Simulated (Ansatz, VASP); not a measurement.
# Pd2Pt (Pd-Pt-Pd stack, (111) layers): VASP beside Ansatz, part 2 of 2

One calculation is typed for both programs; each brings its own data sets. How far apart do they land? Of the first pair: The structure shown is the start of the Ansatz relaxation below; VASP solves that cell, so the two are compared at the walk's first step.

VASP 6.6.1 and Ansatz 0.2.0.

So far. Step 3 (VASP: single point, PBE, start cell, pair 1): The run ends at a pressure of -0.36 GPa, with forces up to 0.25 eV/Å. Step 6 (VASP: single point, PBE, relaxed cell, pair 2): The run ends at a pressure of -0.14 GPa, with forces up to 0.016 eV/Å.

### Step 7. Differences

What differs besides the data sets and the points named for the pairs above, as far as they apply: the data sets hold 54 valence electrons in Ansatz (on its default PAW (the set named soft_2) files) and 30 in VASP. Total energies have different zeros and are not compared.

The largest component of a force difference here is 15 meV/Å. Where the cell holds vacuum, a pressure given here is an average over it and none of the material.

### Step 8. Ansatz: relaxation, PBE

This run makes the geometry at which the two programs are then compared.

The structure compared here is the end of the Ansatz relaxation.

Input file input.yaml:

```yaml
crystal:
  lattice:
    - [2.7244520992, 0.0, 0.0]
    - [-1.3622260496, 2.3594447293, 0.0]
    - [0.0, 0.0, 32.8528545601]
  atoms:
    - { symbol: Pd, position: [0.0, 0.0, 0.1646483486] }
    - { symbol: Pt, position: [0.3333333333, 0.6666666667, 0.2363026015] }
    - { symbol: Pd, position: [0.6666666667, 0.3333333333, 0.3079568544] }
  periodic: [true, true, false]
kpoints:
  mp_grid: { grid: [12, 12, 1] }
hamiltonian:
  xc: pbe
scf:
  occupations: { method: methfessel_paxton, width: 0.2 }
output:
  forces: true
  stress: true
  eigenvalues: true
  write_density: true
  write_potential: true
  elf: true
  volumetric_format: npy
relax:
  adjacent_minimum: "off"
  f_tol: 0.001
  max_steps: 60
  cell: { stress_2d_tol: 0.002 }
```

On the command line:

```sh
$ ansatz run input.yaml --threads 4 --pin off --max-ram 8192MiB --backend cpu --events-out ev --progress --plain --runs-dir out
```

Numbers of over 12 decimals in the logs are rounded to 6 here.

The program printed:

```text
[...]
Crystal: 3 atoms, lattice volume = 211.185 Å³
Basis set: ecut = 420 eV, 4171 PW (Γ), exchange–correlation on 40×40×450 points (8 copies of the dense FFT grid, shifted against one another)
Bands: 33, of which v1, the nominal top of the filled ones, is band 27 counted from 1 (26 counted from 0)
Symmetry: 12 space group operations
[...]
k-points: 19 of 144
[...]
--- Relaxed structure (5 steps of the walk, 5 accepted, 1 SCFs on fresh bases) ---
[...]
cell:  # Å, volume = 211.0823 Å³
    - [2.723793, 0.0, 0]
    - [-1.361896, 2.358874, 0]
    - [0, 0, 32.8528545601]
  atoms:
    - { symbol: Pd, position: [0, 0, 0.164646] }
    - { symbol: Pt, position: [0.333333, 0.666667, 0.236303] }
    - { symbol: Pd, position: [0.666667, 0.333333, 0.307959] }
[key lines of the parts left out:]
SCF converged after 12 iterations
Free energy (F): -26467.642327 eV
Fermi energy:    -5.303084 eV
P = ½ c Tr σ = 0.0001 N/m
```

### Step 9. VASP: single point, PBE, relaxed cell, pair 3

The same cell, functional, mesh and smearing now go to VASP, with its own data sets.

Input file INCAR:

```
SYSTEM = Pd2Pt
PREC = Accurate
ENCUT = 400
EDIFF = 1E-06
NELM = 120
ISMEAR = 1
SIGMA = 0.2
LREAL = .FALSE.
ALGO = Normal
GGA = PE
NBANDS = 21
LASPH = .TRUE.
LORBIT = 11
LWAVE = .FALSE.
LCHARG = .FALSE.
ISIF = 2
LDIPOL = .TRUE.
IDIPOL = 3
DIPOL = 0.5 0.5 0.236
LVHAR = .TRUE.
GGA_COMPAT = .FALSE.
NELMDL = -8
```

Input file POSCAR:

```
Pd2Pt
1.0
    2.7237927052      0.0000000000      0.0000000000
   -1.3618963526      2.3588736774      0.0000000000
    0.0000000000      0.0000000000     32.8528545601
Pd Pt
2 1
Direct
    0.0000000000      0.0000000000      0.1646460178
    0.6666666667      0.3333333333      0.3079591852
    0.3333333333      0.6666666667      0.2363026015
```

Input file KPOINTS:

```
Automatic mesh
0
Gamma
12 12 1
0 0 0
```

Potentials, in the order of the species: Pd and Pt (PBE family, release 64).

On the command line:

```sh
$ mpirun -np 1 vasp_std
```

The program printed:

```text
[... set-up lines as in an earlier step ...]
 entering main loop
       N       E                     dE             d eps       ncg     rms          rms(c)
DAV:   1     0.180675100071E+03    0.18068E+03   -0.10311E+04   803   0.912E+02
DAV:   2    -0.728900192603E+01   -0.18796E+03   -0.17844E+03  1168   0.211E+02
DAV:   3    -0.162933299752E+02   -0.90043E+01   -0.83771E+01   952   0.494E+01
DAV:   4    -0.164788462508E+02   -0.18552E+00   -0.18233E+00   987   0.719E+00
[...]
DAV:  24    -0.154692135334E+02   -0.44082E-05   -0.19341E-07   538   0.112E-03    0.263E-04
DAV:  25    -0.154692158851E+02   -0.23517E-05   -0.66119E-08   597   0.861E-04    0.382E-04
DAV:  26    -0.154692167352E+02   -0.85014E-06   -0.25272E-08   544   0.515E-04
   1 F= -.15469217E+02 E0= -.15471368E+02  d E =0.645481E-02
```

Parts of OUTCAR (step 9):

```text
  Total       -0.1855646     -0.1855646     -0.1838661      0.0000000     -0.0000000      0.0000000
  in kB       -1.4084905     -1.4084905     -1.3955981      0.0000000     -0.0000000      0.0000000
  external PRESSURE =      -1.4041930 kB  Pullay stress =       0.0000000 kB

 POSITION                                       TOTAL-FORCE (eV/Angst)
 -----------------------------------------------------------------------------------
      0.00000      0.00000      5.40909        -0.000000     -0.000000      0.014852
      1.36190      0.78629     10.11734         0.000000     -0.000000     -0.014852
     -0.00000      1.57258      7.76321         0.000000      0.000000     -0.000000
 -----------------------------------------------------------------------------------
    total drift:                                0.000000      0.000000      0.000137

  FREE ENERGIE OF THE ION-ELECTRON SYSTEM (eV)
  ---------------------------------------------------
  free  energy   TOTEN  =       -15.4692167352 eV

  energy  without entropy=      -15.4756715482  energy(sigma->0) =      -15.47136834

[... 1 part as in an earlier step ...]

[... 2 further parts left out ...]
[key lines of the parts left out:]
E-fermi :  -2.0213
```

The run ends at a pressure of -0.14 GPa, with forces up to 0.015 eV/Å.

### Step 10. Comparison

What differs besides the data sets and the points named for the pairs above, as far as they apply: the data sets hold 54 valence electrons in Ansatz (on its default PAW (the set named soft_2) files) and 30 in VASP. Total energies have different zeros and are not compared.

The largest component of a force difference here is 15 meV/Å. Where the cell holds vacuum, a pressure given here is an average over it and none of the material.

### Step 11. Outcome

| Quantity | Value |
| --- | --- |
| r.m.s. force difference (single point, PBE, start cell, pair 1) | 8.9 meV/Å |
| r.m.s. force difference (single point, PBE, relaxed cell, pair 2) | 7.1 meV/Å |
| r.m.s. force difference (single point, PBE, relaxed cell, pair 3) | 7 meV/Å |

In words: The r.m.s. force difference is 8.9 meV/Å (single point, PBE, start cell, pair 1), within the 12 meV/Å picked in this series as the mark of a large difference. The data sets hold unlike numbers of valence electrons (54 in Ansatz and 30 in VASP), so part of the differences may come from the potentials. How closely two codes agree says nothing of how well the functional describes the real material.

[Lines on the potential files, build, host, timing and source positions are cut from VASP's logs without a mark.]

[Logs are printed without paths, hosts, clocks, repeated set-up lines and the standing remarks that a program may print on its own settings, such as how far it seeks lower states.]

[Hosts, paths, dates, database ids (printed as entryN), source tags and the programs' standing remarks are cut or masked in the printed files.]
